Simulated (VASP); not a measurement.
# FCClBr2: atomic charges with PBE+TS

FCClBr2, in a box:

```xyz
5
Lattice="12.0000 0.0000 0.0000 0.0000 12.0000 0.0000 0.0000 0.0000 12.0000" Properties=species:S:1:pos:R:3 pbc="T T T"
F     7.0944    4.8551    6.3176
C     5.9497    5.4962    6.0926
Cl    4.9316    5.3516    7.5115
Br    5.0931    4.6867    4.5565
Br    6.3562    7.3552    5.7350
```

```yaml
Program: VASP 6.6.1
Task: atomic charges
Functional: PBE
Dispersion: TS
Potentials_or_basis: VASP PAW PBE potentials, release 64 (F, C, Cl, Br)
Cutoff: 520 eV
k_mesh: 1 × 1 × 1
Occupations: gaussian, width 0.01 eV
Spin: no spin polarisation
Further_INCAR_settings: ALGO = Normal; EDIFF = 1e-06
```

| Property | Result |
| --- | --- |
| Largest force | 1.239 eV/Å |
| Gap between the frontier levels | 4.13 eV |
| Valence electrons inside the program's atomic spheres | F 6.13; C 2.27; Cl 5.12; Br 4.87 |
| Hirshfeld charges | F -0.06; C +0.10; Cl -0.02; Br -0.01 e |
| Dispersion energy per atom | -0.002 eV |

Forces on the atoms (eV/Å):
```
F    1.068 -0.596  0.197
C   -0.724  0.344  0.010
Cl  -0.223 -0.027  0.298
Br  -0.228 -0.215 -0.409
Br   0.108  0.494 -0.095
```

Levels at points of the mesh, in eV from the valence-band top:
| k point | band 13 | band 14 | band 15 | band 16 | band 17 | band 18 | band 19 | band 20 |
| --- | --- | --- | --- | --- | --- | --- | --- | --- |
| (0.00, 0.00, 0.00) | -1.05 | -0.53 | -0.29 | 0.00 | 4.13 | 5.40 | 6.00 | 6.41 |

Run time: 120 s on 1 thread of Intel(R) Xeon(R) Platinum 8559C (Emerald Rapids) (shared host), peak memory 1.3 GiB.
